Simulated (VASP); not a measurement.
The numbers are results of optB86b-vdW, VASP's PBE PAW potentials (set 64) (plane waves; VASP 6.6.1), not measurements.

VASP input:

**POSCAR**
```
CoGa
1.0
  2.8562720854   0.0000000000   0.0000000000
  0.0000000000   2.8562720854   0.0000000000
  0.0000000000   0.0000000000   2.8562720854
Ga Co
1 1
direct
  0.5000000000   0.5000000000   0.5000000000
  0.0000000000   0.0000000000   0.0000000000
```

File KPOINTS:
```
Automatic mesh
0
Gamma
11 11 11
0 0 0
```

INCAR:
```
SYSTEM = CoGa
PREC = Accurate
ENCUT = 520
EDIFF = 1E-6
NELM = 100
ALGO = Normal
LREAL = .FALSE.
LASPH = .TRUE.
ISMEAR = 1
SIGMA = 0.1
GGA = MK
PARAM1 = 0.1234
PARAM2 = 1.0
LUSE_VDW = .TRUE.
AGGAC = 0.0
LMAXMIX = 4
LWAVE = .FALSE.
LCHARG = .FALSE.
IBRION = 2
ISIF = 3
NSW = 60
EDIFFG = -0.01
```

POTCAR, in this order: Ga_d Co (PBE.64 set). Program: vasp_std.

Output

**OSZICAR**
```
       N       E                     dE             d eps       ncg     rms          rms(c)
DAV:   1     0.103353291470E+03    0.10335E+03   -0.10863E+04  1768   0.263E+03
DAV:   2    -0.995810866199E+00   -0.10435E+03   -0.10205E+03  1736   0.350E+02
DAV:   3    -0.575638715045E+01   -0.47606E+01   -0.47446E+01  1974   0.807E+01
DAV:   4    -0.582850728556E+01   -0.72120E-01   -0.72104E-01  2267   0.935E+00
DAV:   5    -0.583033609957E+01   -0.18288E-02   -0.18288E-02  2105   0.126E+00    0.967E+00
DAV:   6    -0.677977158568E+01   -0.94944E+00   -0.21566E+01  1895   0.628E+01    0.109E+01
DAV:   7    -0.488571926373E+01    0.18941E+01   -0.87149E+00  1771   0.464E+01    0.181E+00
DAV:   8    -0.486797937925E+01    0.17740E-01   -0.23561E-01  2007   0.548E+00    0.661E-01
DAV:   9    -0.486161723143E+01    0.63621E-02   -0.20423E-02  2306   0.231E+00    0.134E-01
DAV:  10    -0.486135411304E+01    0.26312E-03   -0.64618E-04  2269   0.366E-01    0.691E-02
DAV:  11    -0.486134496464E+01    0.91484E-05   -0.10321E-04  2398   0.183E-01    0.135E-02
DAV:  12    -0.486134428396E+01    0.68068E-06   -0.53033E-06  1993   0.404E-02
   1 F= -.48613443E+01 E0= -.48616706E+01  d E =-.486134E+01
```

### OUTCAR
```
------------------------ aborting loop because EDIFF is reached ----------------------------------------
  FORCE on cell =-STRESS in cart. coord.  units (eV):
  Direction    XX          YY          ZZ          XY          YZ          ZX
  --------------------------------------------------------------------------------------
  Total       -0.0090865     -0.0090865     -0.0090865      0.0000000     -0.0000000     -0.0000000
  in kB       -0.6247541     -0.6247541     -0.6247541      0.0000000     -0.0000000     -0.0000000
  external PRESSURE =      -0.6247541 kB  Pullay stress =       0.0000000 kB
  volume of cell :       23.30
      direct lattice vectors                 reciprocal lattice vectors
     2.856272085  0.000000000  0.000000000     0.350106702  0.000000000  0.000000000
     0.000000000  2.856272085  0.000000000     0.000000000  0.350106702  0.000000000
     0.000000000  0.000000000  2.856272085     0.000000000  0.000000000  0.350106702
 POSITION                                       TOTAL-FORCE (eV/Angst)
 -----------------------------------------------------------------------------------
      1.42814      1.42814      1.42814         0.000000      0.000000      0.000000
      0.00000      0.00000      0.00000         0.000000      0.000000      0.000000
 -----------------------------------------------------------------------------------
    total drift:                                0.000000      0.000000     -0.000000
  FREE ENERGIE OF THE ION-ELECTRON SYSTEM (eV)
  ---------------------------------------------------
  free  energy   TOTEN  =        -4.8613442840 eV

  energy  without entropy=       -4.8623231954  energy(sigma->0) =       -4.86167059

 reached required accuracy - stopping structural energy minimisation
```
(Selected blocks of OUTCAR.)

The compound is CoGa in the CsCl type structure. It was relaxed first. The start is the result of an earlier pass. The run is not spin-polarised, so no magnetic state was tried.
